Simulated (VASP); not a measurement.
```
Sn
1.0
   -3.00979     3.00979     1.61616
    3.00979    -3.00979     1.61616
    3.00979     3.00979    -1.61616
Sn
2
Direct
  0.25000   0.75000   0.50000
  0.00000   0.00000   0.00000
```

Computed with RPBE GGA, VASP's PBE PAW potentials (set 64) (plane waves; VASP). Numerical set-up: 520 eV cut-off, Gaussian smearing of 0.050 eV, potentials Sn_d.

Give the energies of bands 11 to 17 at the high-symmetry points, in eV from the Fermi level.

```tsv
band	Γ	X	M	Z	P	N
11	-10.57	-8.51	-7.39	-6.34	-5.78	-6.66
12	-3.94	-8.51	-7.39	-5.49	-5.78	-5.12
13	-1.83	0.54	-4.40	-2.74	-3.22	-2.34
14	-1.83	0.54	-4.40	-2.61	-3.22	-1.58
15	3.02	1.35	5.05	-2.61	3.34	-0.94
16	5.76	1.35	5.05	2.71	3.34	2.32
17	5.76	5.93	8.54	5.38	3.64	2.68
```

It has no gap at this level: it comes out as a metal or semimetal.

The compound is Sn in the beta structure. It was relaxed first, which changed the volume by +8 %.
